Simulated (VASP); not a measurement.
Write the native input for VASP 6.6.1 that does the following.

```
Task                   : single point
Functional             : PBEsol
Potentials or basis    : VASP PAW PBE potentials, release 64 (W_sv, S)
Cutoff                 : 350 eV
k mesh                 : 4 × 4 × 2
Occupations            : gaussian, width 0.03 eV
Spin                   : collinear spin, ferromagnetic start
Starting moments       : [0.0, 0.0, 0.0, 0.0, 0.33, 0.33, 0.33, 0.0, 0.0, 0.0, 0.0, 0.0, 0.0, 0.0, 0.0, 0.0, 0.0, 0.0, 0.0, 0.0, 0.0, 0.0, 0.0] μB
Fixed moment           : 1 μB
Dq                     : -1
Further INCAR settings : LREAL = Auto; ALGO = Normal; EDIFF = 1e-05; ISYM = 0; NELECT = 203.0
```

The structure of W8S15 (a cell with a defect) lies in POSCAR:

```
W8S15                                   
1.0
    6.3064000000      0.0000000000      0.0000000000
   -3.1532000000      5.4615026064      0.0000000000
    0.0000000000      0.0000000000     12.3230000000
  W               S             
     8    15
Direct
     0.1660811711087131    0.3329559054630848    0.2505053627364316
     0.1655030209964350    0.8325240512562807    0.2507804300183594
     0.6655847033889354    0.3328591390000241    0.2508878372242591
     0.6659446322495615    0.8330478607582199    0.2507903416367087
     0.3273848891878560    0.1690912815366009    0.7508284041482417
     0.3295354348070829    0.6614372190714957    0.7512527004500994
     0.8395881109306005    0.1689626972215315    0.7509939034046762
     0.8324008959807951    0.6671264284998665    0.7504910355391373
     0.1639286123387271    0.8325899093833325    0.6240360195005853
     0.6663412929001398    0.3343687045047364    0.6244880054920083
     0.6664473194368852    0.8325749423755134    0.6241014155357283
     0.3323808586340449    0.1656943246718255    0.1234446737711514
     0.3328243180762905    0.6668500384608839    0.1234142170761966
     0.8322229303437838    0.1664227818039699    0.1235659685771599
     0.8320854299383073    0.6660083003671876    0.1238788096581976
     0.1661655220210583    0.3343262982558287    0.8780274740594110
     0.1702921154404340    0.8361966239352064    0.8760842363991439
     0.6629365719095525    0.3283336350431602    0.8756344753344453
     0.6634874180824596    0.8360452563778545    0.8761213585797579
     0.3322736682529920    0.1657392445511536    0.3778412803127942
     0.3323845703339819    0.6660437090810252    0.3778774149639607
     0.8329289076311696    0.1666260548004194    0.3778076182515055
     0.8323446060101818    0.6661585935807915    0.3778920173300434
```

These files were run (other wordings do the same):

INCAR

```
PREC = Accurate ; ENCUT = 350
EDIFF = 1E-5 ; ISMEAR = 0
SIGMA = 0.03 ; LREAL = Auto
LASPH = True ; NELM = 120
ALGO = Normal ; ISIF = 2
LWAVE = False ; LCHARG = False
ISPIN = 2 ; MAGMOM = 0 0 0 0 0.33 0.33 0.33 0 0 0 0 0 0 0 0 0 0 0 0 0 0 0 0
LORBIT = 11 ; NUPDOWN = 1
LMAXMIX = 4 ; GGA = PS
NELECT = 203.0 ; ISYM = 0
KPAR = 4
```

KPOINTS

```
Automatic mesh
0
Gamma
  4 4 2
```

Potentials or basis: VASP PAW PBE potentials, release 64 (W_sv, S).

Run with:

```console
$ cat potpaw_PBE.64/W_sv/POTCAR potpaw_PBE.64/S/POTCAR > POTCAR
$ mpirun -np 4 vasp_std > vasp.out
```

It gave:

```
Largest force                                         : 0.086 eV/Å
Net moment                                            : 1.00 μB per cell
Site moments                                          : W +0.04, +0.02, +0.18, +0.22, -0.00; S +0.00, +0.01, -0.00 μB
Valence electrons inside the program's atomic spheres : W 12.10, 12.11, 12.04; S 3.71, 3.72
```

Caveat: the PAW data sets were made with another functional, which shifts forces and pressure a little; the total moment is fixed, so each spin has its own Fermi level.

Wall time 11 min on 4 MPI ranks on Intel(R) Xeon(R) Platinum 8488C (Sapphire Rapids), on a shared host, peak memory 0.89 GiB a rank.
